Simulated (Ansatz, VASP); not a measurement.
## SnS2 in two plane-wave programs

Wanted: the spread between two codes on one cell, functional and k mesh. The structure shown is the end of the Ansatz relaxation below.

Calculated with Ansatz 0.2.0; plane waves, with VASP 6.6.1 beside it; single point at PBE with D3(BJ).

### Step 1. Starting point

The cell holds 12 atoms: 4 Sn and 8 S. Its edges and angles: a = 3.668 Å, b = 3.668 Å, c = 34.848 Å, α = 90.0°, β = 90.0°, γ = 120.0°. Vacuum lies along c.

### Step 2. Ansatz: relaxation, PBE with D3(BJ)

Ansatz runs on its PAW soft_1 files.

This run makes the geometry at which the two programs are then compared.

The input, input.yaml:

```yaml
crystal:
  lattice:
    - [3.6215, 0.0, 0.0]
    - [-1.81075, 3.136311, 0.0]
    - [0.0, 0.0, 34.84845]
  atoms:
    - { symbol: Sn, position: [0.0, 0.0, 0.2568041] }
    - { symbol: Sn, position: [0.0, 0.0, 0.4189347] }
    - { symbol: Sn, position: [0.0, 0.0, 0.5810653] }
    - { symbol: Sn, position: [0.0, 0.0, 0.7431959] }
    - { symbol: S, position: [0.66666667, 0.33333333, 0.21521761] }
    - { symbol: S, position: [0.66666667, 0.33333333, 0.3773482] }
    - { symbol: S, position: [0.33333333, 0.66666667, 0.2983906] }
    - { symbol: S, position: [0.66666667, 0.33333333, 0.5394788] }
    - { symbol: S, position: [0.33333333, 0.66666667, 0.4605212] }
    - { symbol: S, position: [0.66666667, 0.33333333, 0.7016094] }
    - { symbol: S, position: [0.33333333, 0.66666667, 0.6226518] }
    - { symbol: S, position: [0.33333333, 0.66666667, 0.78478239] }
kpoints:
  mp_grid: { grid: [11, 11, 1] }
scf:
  occupations: { method: fermi_dirac, width: 0.02 }
hamiltonian:
  xc: pbe
  pseudopotentials: { kind: paw, azcp: { folder: soft_1 } }
  dispersion: d3bj
basis:
  ecutwfc: 600
output:
  forces: true
  stress: true
relax:
  f_tol: 0.005
  max_steps: 70
  cell: { stress_tol: 0.02, p_target: 0, fix: [c, alpha, beta, gamma] }
```

On the command line:

```sh
ansatz run input.yaml --threads 4 --pin off --max-ram 18432MiB --backend cpu --events-out ev --progress --plain --runs-dir out
```

Numbers of over 12 decimals in the logs are rounded to 6 here.

Output:

```text
Warning: crystal.symmetry: narrowed to the stabiliser of the fixed cell quantities (relax.cell.fix) — unitary ops 12 → 4. The narrowing is safe, since a smaller group never makes results wrong: the run goes on under it, on as many k-points as the starting group would need, or more. Excluded: 8 operations that would move a fixed cell quantity at a test strain (relax.cell.fix fixes c, alpha, beta, gamma). The cell can leave their symmetry as it relaxes.
Engine: ansatz 0.2.0, aarch64-unknown-linux-gnu
Pseudopotentials: kind: paw
Pseudopotential: Sn, paw, valence charge 14, recommended cutoff 420 eV (normal), soft_1/Sn.paw.azcp
Pseudopotential: S, paw, valence charge 6, recommended cutoff 420 eV (normal), soft_1/S.paw.azcp
Functional definition: PBE
  parameter kappa = 0.804
  parameter beta = 0.066725
  exchange = pbe_x(kappa = kappa, mu = beta*pi^2/3)
  correlation = pbe_c(beta = beta)
Crystal: 12 atoms, lattice volume = 395.814 Å³
Basis set: ecut = 600 eV, 13201 PW (Γ), exchange–correlation on 60×60×576 points (8 copies of the dense FFT grid, shifted against one another)
Bands: 64, of which v1, the nominal top of the filled ones, is band 52 counted from 1 (51 counted from 0)
Symmetry: 4 space group operations
k-points: 36 of 121
Non-local potential: Sn, projectors of the file, l = 0: 2, l = 1: 2, l = 2: 2, l = 3: 1
Non-local potential: S, projectors of the file, l = 0: 2, l = 1: 2, l = 2: 1
PAW form: soft (Blöchl's): semilocal exchange-correlation on the pseudo side does not see the compensation charge
PAW one-centre angular grid: Sn, 590 points (default); XC on 64 Gauss nodes
PAW one-centre angular grid: S, 110 points (default); XC on 64 Gauss nodes
Initial density: superposition of atomic densities (neutral atoms: chi_scale 0, normalization atom)
Initial wavefunctions: pseudopotential atomic-orbital guess
Functional: x = pbe(κ = 0.804, μ = 0.219515), c = pbe(β = 0.066725)
SCF iter   1: F=—  HF=-31323.570653 eV  |F-HF|=—  |Δ(HF+E_count)|=         —  Δρ=3.44e-2  dr2=7.06e0  ethr=3.10e-3  ⟨swp⟩=12.2  Hψ=13436  notcnv=0  defer=2
preconditioner: auto → Resta (q_TF=auto, 2.183 Å⁻¹)  ε∞=2.5  [insulator: Δε(μ)=1.979 eV  Ē_g=15.366 eV  σ=0.020 eV  W_gap=1.00  n_scr=78 (ndim 8)  ℏωp=19.0 eV  f_vac=0.341  D(μ)=0.00/eV (n_scr^D=0)  ε∞_Penn≈2.5  vacuum switching on, ρ_ref=1.7e-2 e/Å³]
SCF iter   2: F=—  HF=-31321.593224 eV  |F-HF|=—  |Δ(HF+E_count)|=    1.98e0  Δρ=1.49e-2  dr2=7.17e-1  ethr=3.10e-3  ⟨swp⟩=3.0  Hψ=4036  notcnv=0  defer=276
SCF iter   3: F=—  HF=-31321.504445 eV  |F-HF|=—  |Δ(HF+E_count)|=   8.88e-2  Δρ=5.57e-3  dr2=7.95e-2  ethr=6.90e-4  ⟨swp⟩=2.2  Hψ=3188  notcnv=0  defer=276
SCF iter   4: F=—  HF=-31321.514171 eV  |F-HF|=—  |Δ(HF+E_count)|=   9.73e-3  Δρ=1.26e-3  dr2=2.11e-2  ethr=7.64e-5  ⟨swp⟩=2.2  Hψ=3178  notcnv=0  defer=276
SCF iter   5: F=—  HF=-31321.516391 eV  |F-HF|=—  |Δ(HF+E_count)|=   2.22e-3  Δρ=8.48e-4  dr2=2.50e-2  ethr=2.03e-5  ⟨swp⟩=2.9  Hψ=3019  notcnv=0  defer=276
SCF iter   6: F=—  HF=-31321.514479 eV  |F-HF|=—  |Δ(HF+E_count)|=   1.91e-3  Δρ=3.82e-4  dr2=4.43e-3  ethr=2.03e-5  ⟨swp⟩=1.4  Hψ=2541  notcnv=0  defer=276
SCF iter   7: F=—  HF=-31321.514243 eV  |F-HF|=—  |Δ(HF+E_count)|=   2.36e-4  Δρ=1.43e-4  dr2=6.61e-4  ethr=4.26e-6  ⟨swp⟩=1.9  Hψ=2642  notcnv=0  defer=276
SCF iter   8: F=—  HF=-31321.514197 eV  |F-HF|=—  |Δ(HF+E_count)|=   4.58e-5  Δρ=3.87e-5  dr2=6.27e-6  ethr=6.36e-7  ⟨swp⟩=2.0  Hψ=2655  notcnv=0  defer=276
SCF iter   9: F=—  HF=-31321.514442 eV  |F-HF|=—  |Δ(HF+E_count)|=   2.44e-4  Δρ=1.63e-5  dr2=1.19e-6  ethr=6.02e-9  ⟨swp⟩=3.3  Hψ=4813  notcnv=0  defer=276
SCF iter  10: F=—  HF=-31321.514442 eV  |F-HF|=—  |Δ(HF+E_count)|=   6.29e-7  Δρ=4.32e-6  dr2=1.35e-7  ethr=1.15e-9  ⟨swp⟩=2.0  Hψ=3826  notcnv=0  defer=276
SCF iter  11: F=-31321.514442 eV  HF=-31321.514442 eV  |F-HF|=1.96e-10  |Δ(HF+E_count)|=   3.22e-9  Δρ=1.37e-6  dr2=9.92e-9  ethr=9.62e-11  ⟨swp⟩=5.1  Hψ=8542  notcnv=0
SCF 1 converged in 11 iterations: F = -31321.514442 eV  dr2 = 9.92e-9
  greatest PAW one-centre occupation: 0.993 electrons in one spin orbital (limit 2), on the Sn atom at site 3 (counted from 0), in its partial waves of l = 2
relax step   1: F+E_penalty+E_count = -31321.51444232 eV  Δ(F+E_penalty+E_count) = +0.000e0 eV  max|allowed force component| = 5.701e-1 eV/Å  Δτ_max = 0.0000 Å  P = +2.702 GPa  Ω = 395.814 Å³  fix = [c, alpha, beta, gamma]  reactions: c +2.816 GPa; alpha +0.000, beta -0.000, gamma -0.000 GPa/rad  (11 SCF iters, dr2 threshold 1.00e-7 eV, accepted)
[...]
relax step   6: F+E_penalty+E_count = -31321.67239288 eV  Δ(F+E_penalty+E_count) = +4.061e-7 eV  max|allowed force component| = 6.988e-3 eV/Å  Δτ_max = 0.0080 Å  P = +0.015 GPa  Ω = 406.032 Å³  energy of the carried Pulay correction = -1.086e-4 eV  fix = [c, alpha, beta, gamma]  (11 SCF iters, rejected (line search))
[...]
relax step   7: F+E_penalty+E_count = -31321.67241559 eV  Δ(F+E_penalty+E_count) = -2.230e-5 eV  max|allowed force component| = 6.683e-4 eV/Å  Δτ_max = 0.0039 Å  P = -0.001 GPa  Ω = 406.079 Å³  energy of the carried Pulay correction = -1.091e-4 eV  fix = [c, alpha, beta, gamma]  reactions: c -0.002 GPa; alpha +0.000, beta -0.000, gamma +0.000 GPa/rad  (11 SCF iters, accepted)
[...]
relax step   8: F+E_penalty+E_count = -31321.67251670 eV  Δ(F+E_penalty+E_count) = -1.011e-4 eV  max|allowed force component| = 6.922e-4 eV/Å  Δτ_max = 0.0000 Å  P = -0.001 GPa  Ω = 406.079 Å³  fix = [c, alpha, beta, gamma]  reactions: c -0.003 GPa; alpha +0.000, beta -0.000, gamma +0.000 GPa/rad  stress off target by 8.77e-4 GPa on what of the cell is left free  SCF on the basis re-selected at this cell (its energy is not comparable with the rows above)  (7 SCF iters)
basis re-selected at this cell: Δ(F+E_penalty+E_count) = -1.011e-4 eV, ΔP = -0.000 GPa vs the last step (what re-selecting the basis moved, of the pressure what is left beyond the Pulay correction that the steps carried, after the strain that the cell walked since its last selection, with what the two solves' SCF thresholds leave and, on support functions, any second-order correction that the steps lacked; it is no m [...]
SCF converged after 7 iterations
Free energy (F): -31321.672517 eV
Harris-Foulkes:  -31321.672517 eV  (|F-HF|=3.97e-9)
Internal energy: -31321.672517 eV  (E = F + TS)
E sigma→0 (E₀):  -31321.672517 eV
Fermi energy:    2.890130 eV
--- Per-component energies (eV) ---
  E_band       = -922.212842
  E_kinetic    = 1516.324425
  E_local      = -64821.006394  (includes V_loc(G=0)·N_el)
  E_nonlocal   = 857.615299
  E_hartree    = 31943.720348
  E_xc         = -1209.549174
  E_vxc        = -976.678742  (∫ρ·V_xc dr)
  E_paw        = -22356.399950  (= ΣΔE_a)
  E_vpaw       = -1385.909023  (= ΣTr[D̂ρ^β])
  E_aug_tail   = 0.000163  (compensation charges beyond the density's cutoff)
  E_ewald      = 22751.259304
  E_disp       = -3.636540  (pairwise vdW)
  E_smearing   = -0.000000  (= −TS)
  E_closure    = 0.000000  (closes the sum)
  Σ components = -31321.672517   (vs F -31321.672517, Δ=0.00e0)
--- Forces (eV/Å), atoms counted from 1 ---
  atom   1  Sn     0.00000003    -0.00000002    -0.00050145
  atom   2  Sn    -0.00000008     0.00000004     0.00010982
  atom   3  Sn     0.00000008    -0.00000004    -0.00010982
  atom   4  Sn    -0.00000003     0.00000002     0.00050145
  atom   5  S     -0.00000002     0.00000001    -0.00014387
  atom   6  S     -0.00000009     0.00000005     0.00019131
  atom   7  S     -0.00000002     0.00000001    -0.00069219
  atom   8  S     -0.00000001     0.00000000    -0.00000222
  atom   9  S      0.00000001    -0.00000000     0.00000222
  atom  10  S      0.00000002    -0.00000001     0.00069219
  atom  11  S      0.00000009    -0.00000005    -0.00019131
  atom  12  S      0.00000002    -0.00000001     0.00014387
  max |Σ_I F_I| component: 2.71e-20 eV/Å
--- Stress (GPa, compression-positive) ---
       -0.000877      -0.000000       0.000001
       -0.000000      -0.000877      -0.000000
        0.000001      -0.000000      -0.002538
  P = ⅓ Tr σ = -0.0014 GPa (-0.014 kbar)
--- Relaxed structure (7 steps of the walk, 6 accepted, 1 SCFs on fresh bases) ---
  F+E_penalty+E_count = -31321.67251670 eV   max|allowed force component| = 6.922e-4 eV/Å   (the final SCF, on the basis selected at the relaxed cell)
  cell:  # Å, volume = 406.0791 Å³
    - [3.668160, 6.972675516645884e-18, 0]
    - [-1.834080, 3.176720, 0]
    - [0, 0, 34.84845]
  atoms:
    - { symbol: Sn, position: [1.3468397170707096e-7, -1.346839716943036e-7, 0.249904] }
    - { symbol: Sn, position: [1.1273215595964528e-7, -1.1273215595538802e-7, 0.416634] }
    - { symbol: Sn, position: [-1.1273215595964528e-7, 1.1273215595538802e-7, 0.583366] }
    - { symbol: Sn, position: [-1.3468397170707096e-7, 1.346839716943036e-7, 0.750096] }
    - { symbol: S, position: [0.666667, 0.333333, 0.207370] }
    - { symbol: S, position: [0.666667, 0.333333, 0.374197] }
    - { symbol: S, position: [0.333333, 0.666667, 0.292368] }
    - { symbol: S, position: [0.666667, 0.333333, 0.540931] }
    - { symbol: S, position: [0.333333, 0.666667, 0.459069] }
    - { symbol: S, position: [0.666667, 0.333333, 0.707632] }
    - { symbol: S, position: [0.333333, 0.666667, 0.625803] }
    - { symbol: S, position: [0.333333, 0.666667, 0.792630] }
```

Reading the cycles: dr2 is the Hartree energy of the density residual (eV), the measure of convergence; HF is the Harris–Foulkes estimate of the energy, which meets the free energy F at convergence.

### Step 3. VASP: single point, PBE with D3(BJ)

The same cell, functional, mesh and smearing now go to VASP, with its own data sets.

Lines of VASP's logs that name or quote its potential files are left out, and so is its time.

The input, INCAR:

```
SYSTEM = SnS2
PREC = Accurate
ENCUT = 500
EDIFF = 1E-06
NELM = 120
ISMEAR = -1
SIGMA = 0.02
LREAL = .FALSE.
ALGO = Normal
GGA = PE
IVDW = 12
NBANDS = 64
LORBIT = 11
LWAVE = .FALSE.
LCHARG = .FALSE.
ISIF = 2
LASPH = .TRUE.
GGA_COMPAT = .FALSE.
EFERMI = MIDGAP
KPAR = 2
```

The input, POSCAR:

```
SnS2
1.0
    3.6681600976      0.0000000000      0.0000000000
   -1.8340800488      3.1767198297      0.0000000000
    0.0000000000      0.0000000000     34.8484500000
Sn S
4 8
Direct
    0.9999995959      0.9999995959      0.2499043114
    0.9999995959      0.9999995959      0.4166340097
    0.9999995959      0.9999995959      0.5833659903
    0.9999995959      0.9999995959      0.7500956886
    0.6666662626      0.3333329292      0.2073699866
    0.6666662626      0.3333329292      0.3741971458
    0.3333329292      0.6666662626      0.2923680690
    0.6666662626      0.3333329292      0.5409306888
    0.3333329292      0.6666662626      0.4590693112
    0.6666662626      0.3333329292      0.7076319310
    0.3333329292      0.6666662626      0.6258028542
    0.3333329292      0.6666662626      0.7926300134
```

The input, KPOINTS:

```
Automatic mesh
0
Gamma
11 11 1
0 0 0
```

The projector-augmented-wave data sets are Sn_d and S (PBE family, release 64).

On the command line:

```sh
mpirun -np 2 vasp_std
```

Output:

```text
[banner, memory and clock lines left out]
running    2 mpi-ranks, on    1 nodes
 distrk:  each k-point on    1 cores,    2 groups
 distr:  one band on    1 cores,    1 groups

 POSCAR found type information on POSCAR SnS
 POSCAR found :  2 types and      12 ions
 LDA part: xc-table for (Slater+PW92), standard interpolation
 POSCAR, INCAR and KPOINTS ok, starting setup
 FFT: planning ... GRIDC
 FFT: planning ... GRID_SOFT
 FFT: planning ... GRID
 WAVECAR not read
 entering main loop
       N       E                     dE             d eps       ncg     rms          rms(c)
DAV:   1     0.114966591679E+04    0.11497E+04   -0.45218E+04  2152   0.171E+03
DAV:   2     0.145662962998E+03   -0.10040E+04   -0.97551E+03  2288   0.452E+02
DAV:   3    -0.408267580332E+02   -0.18649E+03   -0.18190E+03  2416   0.197E+02
DAV:   4    -0.541269485231E+02   -0.13300E+02   -0.13170E+02  2464   0.540E+01
DAV:   5    -0.546746760238E+02   -0.54773E+00   -0.54668E+00  2928   0.108E+01    0.175E+01
DAV:   6    -0.527547199432E+02    0.19200E+01   -0.39150E+00  2848   0.131E+01    0.122E+01
DAV:   7    -0.527483074328E+02    0.64125E-02   -0.22498E+00  2728   0.589E+00    0.188E+00
DAV:   8    -0.526661302828E+02    0.82177E-01   -0.43475E-01  2760   0.395E+00    0.141E+00
DAV:   9    -0.526696269967E+02   -0.34967E-02   -0.31884E-02  2568   0.651E-01    0.348E-01
DAV:  10    -0.526694441956E+02    0.18280E-03   -0.37287E-03  2872   0.420E-01    0.287E-01
DAV:  11    -0.526697438055E+02   -0.29961E-03   -0.91436E-04  2440   0.121E-01    0.883E-02
DAV:  12    -0.526697847802E+02   -0.40975E-04   -0.77154E-05  2840   0.356E-02    0.416E-02
DAV:  13    -0.526698106378E+02   -0.25858E-04   -0.30386E-05  2688   0.300E-02    0.118E-02
DAV:  14    -0.526698214241E+02   -0.10786E-04   -0.49359E-06  2056   0.920E-03    0.136E-02
[...]
DAV:  19    -0.526698709073E+02   -0.34801E-05   -0.80091E-08  1424   0.130E-03    0.342E-03
DAV:  20    -0.526698869894E+02   -0.16082E-04   -0.11957E-06  1664   0.228E-03    0.300E-03
DAV:  21    -0.526698895927E+02   -0.26034E-05   -0.93620E-08  1480   0.129E-03    0.225E-03
DAV:  22    -0.526698924377E+02   -0.28450E-05   -0.58769E-08  1416   0.105E-03    0.871E-04
DAV:  23    -0.526698944309E+02   -0.19932E-05   -0.28503E-08  1432   0.744E-04    0.464E-04
DAV:  24    -0.526698960685E+02   -0.16376E-05   -0.22235E-08  1408   0.587E-04    0.596E-04
DAV:  25    -0.526698972566E+02   -0.11881E-05   -0.24541E-08  1440   0.446E-04    0.534E-04
DAV:  26    -0.526698973844E+02   -0.12776E-06   -0.85404E-09  1408   0.383E-04
   1 F= -.56305830E+02 E0= -.56305830E+02  d E =-.913856E-16
```

(Continued in part 2 of 2.)

[Lines on the potential files, build, host, timing and source positions are cut from VASP's logs without a mark.]

[Logs are printed without paths, hosts, clocks, repeated set-up lines and the standing remarks that a program may print on its own settings, such as how far it seeks lower states.]

[Hosts, paths, dates, database ids (printed as entryN), source tags and the programs' standing remarks are cut or masked in the printed files.]
